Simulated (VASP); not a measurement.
Here is the system:

```
CELL_PARAMETERS angstrom
      0.00000     2.76862     2.76862
      2.76862     0.00000     2.76862
     11.07979    11.07979    -0.00530
ATOMIC_POSITIONS crystal
  Zn 0.02964 0.02964 0.97777
  Zn 0.97282 0.97282 0.27038
  Zn 0.99077 0.99077 0.50692
  Zn 0.00857 0.00857 0.74357
  Te 0.24513 0.24513 0.06615
  S  0.23306 0.23306 0.32520
  S  0.25104 0.25104 0.56172
  S  0.26896 0.26896 0.79828
```

Computed with PBEsol GGA, VASP's PBE PAW potentials (set 64) (plane waves; VASP). Run with 400 eV cut-off, Gaussian smearing of 0.050 eV, potentials Zn Te S.

Unless said otherwise, spin-orbit coupling is left out, though it shifts the bands of the heavy elements here.

Task: Give the energies of bands 28 to 41 at the high-symmetry points, in eV from the valence-band maximum.

Result: 
| band | Γ | T | H2 | L | S0 | F |
|---|---|---|---|---|---|---|
| 28 | -2.63 | -2.62 | -5.71 | -5.79 | -5.71 | -5.75 |
| 29 | -2.63 | -2.62 | -4.79 | -4.03 | -4.78 | -4.04 |
| 30 | -2.31 | -2.56 | -4.71 | -3.90 | -4.70 | -3.91 |
| 31 | -2.31 | -2.34 | -4.51 | -3.88 | -4.54 | -3.86 |
| 32 | -1.98 | -2.34 | -3.91 | -3.49 | -3.91 | -3.50 |
| 33 | -1.98 | -1.96 | -3.37 | -3.07 | -3.40 | -3.40 |
| 34 | -1.46 | -1.96 | -3.31 | -2.85 | -3.29 | -2.92 |
| 35 | 0.00 | -0.01 | -3.01 | -2.67 | -3.00 | -2.17 |
| 36 | 0.00 | -0.01 | -2.56 | -1.47 | -2.55 | -1.44 |
| 37 | 0.19 | 0.93 | 2.53 | 1.71 | 2.48 | 1.34 |
| 38 | 1.15 | 0.96 | 2.65 | 1.84 | 2.79 | 1.62 |
| 39 | 1.29 | 1.16 | 3.06 | 2.18 | 2.92 | 2.05 |
| 40 | 3.19 | 3.08 | 3.55 | 2.48 | 3.62 | 2.26 |
| 41 | 4.24 | 4.07 | 4.13 | 2.60 | 4.02 | 2.84 |

The gap is direct, 0.19 eV, from the valence maximum at Γ to the conduction minimum at Γ.

The structure was generated: Zn4S3Te was put into an ordered model structure (R3m), which need not be its known phase. It was relaxed first.
